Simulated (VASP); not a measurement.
## AuZn: transverse stress against strain

AuZn (CsCl type, Pm-3m, 15.289 Å³/atom and stress up to 0.30 GPa in the relaxed cell, cube axes along x, y and z) under a strain ε along a cube axis (axis z), the other axes held. PBEsol in VASP (plane waves, PAW), 480 eV, 14×14×14 Γ-centred mesh, Methfessel-Paxton smearing 0.10 eV; ions are relaxed, or left where forces stay under 0.02 eV/Å, within the symmetry of each cell. Stress is positive for a compressed cell.

Here s stands for strain and y for stress xx.

| strain (%) | stress xx (GPa) |
|---|---|
| -1.50 | 2.86 |
| -1.00 | 2.02 |
| -0.50 | 1.15 |
| 0.00 | 0.30 |
| 0.50 | -0.50 |
| 1.00 | -1.23 |
| 1.50 | -1.86 |
| 3.00 | ? |

Problem. Fit y against s with a straight line, and predict the withheld value at s = 3.00.

Solution. Means: s 0, y 0.391. About the means, the sum of products is -11.155 and the sum of squares of s is 7.0000; the slope is their ratio. Least squares gives y = 0.391 - 1.5936·s. Residuals (row less fit): 0.079, 0.035, -0.038, -0.091, -0.094, -0.027, 0.139; standard error 0.096 (degrees of freedom: 5). The slope gives the elastic constant C12 = about 160 GPa. At the withheld row, y = 0.391 - 1.5936 × 3.0 = -4.390 GPa. The calculation gives -3.66 GPa, 0.730 GPa above the prediction (11.2 % of the range of y in the table). The row lies outside the fitted rows, so this is an extrapolation. From the scatter of the fitted rows alone, a prediction at this place has a standard error of 0.150 GPa, so the miss is 4.9 times that.

A polynomial of degree 2 through the 12 other runs of the series gives -3.77 there, so most of the miss is curvature that the fit leaves out. In a metal these values are sensitive to mesh and smearing; energies are taken to zero smearing, stresses follow the free energy. Spin-orbit coupling is left out, which can shift these values for the heavy elements here. For AuZn: the electron count is odd and the run is not spin-polarised, which forces a metal. Rows are the converged runs of the series near zero and its far end, less any whose ions stayed unrelaxed beside relaxed ones; series whose fitted rows scatter by over a few per cent of the range, as at a crossing or softening among them, aren't shown in this form. Most that stay on the fit to the last digits aren't either.
